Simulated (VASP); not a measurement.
Consider the following.

```
P
1.0
    1.66268    -7.18667     0.00000
    1.66268     7.18667     0.00000
    0.00000     0.00000     4.72620
P
4
Cartesian
  1.66268   6.14011   4.28950
  1.66268   1.04657   1.92640
  1.66268  -1.04657   2.79980
  1.66268  -6.14011   0.43670
```

Computed with RPBE GGA, VASP's PBE PAW potentials (set 64) (plane waves; VASP). Run with 520 eV cut-off, 8×8×5 Γ-centred mesh, tetrahedra with Blöchl corrections, potentials P.

The cores are frozen, which limits the accuracy of field gradients. Without a dispersion term in the relaxation, distances and binding between the weakly bound layers, chains or molecules are unreliable, and so is what depends on them.

Task: Give the principal components of the electric field gradient (V/Å²) and the asymmetry η at each nucleus.

Result: 
```json
[
 {"atom": "P1", "Vxx": "43.8", "Vyy": "38.2", "Vzz": "-82.0", "η": "0.07"},
 {"atom": "P2", "Vxx": "43.8", "Vyy": "38.2", "Vzz": "-82.0", "η": "0.07"},
 {"atom": "P3", "Vxx": "43.8", "Vyy": "38.2", "Vzz": "-82.0", "η": "0.07"},
 {"atom": "P4", "Vxx": "43.8", "Vyy": "38.2", "Vzz": "-82.0", "η": "0.07"}
]
```

The compound is P in the black structure. It was relaxed first, which changed the volume by +49 %.
